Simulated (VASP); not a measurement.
Crystal: NaCuMo.

```
Na Cu Mo
1.0
     4.92063    0.00000    0.00000
    -2.46031    4.26139    0.00000
     0.00000    0.00000    3.01634
Na Cu Mo
1 1 1
Cartesian
  0.0000 0.0000 0.0000
  2.4603 1.4205 1.5082
  0.0000 2.8409 1.5082
```

The cell was built by a generator and needn't be a form met in nature.

| Item | Value |
| --- | --- |
| Program | VASP 6.6.1 |
| Task | relaxation of cell and atoms |
| Functional | PBE |
| Potentials or basis | VASP PAW PBE potentials, release 64 (Na_pv, Cu, Mo_sv) |
| Cutoff | 600 eV |
| k mesh | 6 × 6 × 6 |
| Occupations | gaussian, width 0.1 eV |
| Spin | no spin polarisation |

At the start: pressure -12.0 GPa; volume 21.08 Å³/atom.

Problem. How do energy, volume and symmetry change on relaxing?

Solution. Over 10 steps the energy falls by 321.9 meV/atom and the volume is 16.81 Å³/atom (-20.3 %); space group P-6m2 (No. 187, to 0.05 Å).

Step by step:
```csv
step,energy change (eV),largest force (eV/Å),pressure (GPa),volume (Å³)
1,0.0000,0.0000,-12.04,63.25
2,-0.7916,0.0000,-0.90,49.77
3,-0.8032,0.0000,0.90,48.62
4,-0.8037,0.0000,1.53,48.34
5,-0.8778,0.0000,1.85,48.37
6,-0.9364,0.0000,4.46,48.21
7,-0.9380,0.0000,3.20,48.29
8,-0.9411,0.0000,3.77,48.25
9,-0.9563,0.0000,-1.96,51.88
10,-0.9656,0.0000,-0.01,50.43
```

Final structure:
```xyz
3
Lattice="4.8897 0.0000 0.0000 -2.4448 4.2346 0.0000 0.0000 0.0000 2.4358" Properties=species:S:1:pos:R:3 pbc="T T T"
Na    0.0000    0.0000    0.0000
Cu    2.4448    1.4115    1.2179
Mo    0.0000    2.8231    1.2179
```

Caveat: the volume moved by over 15 % at a fixed basis, so the end points are rough.
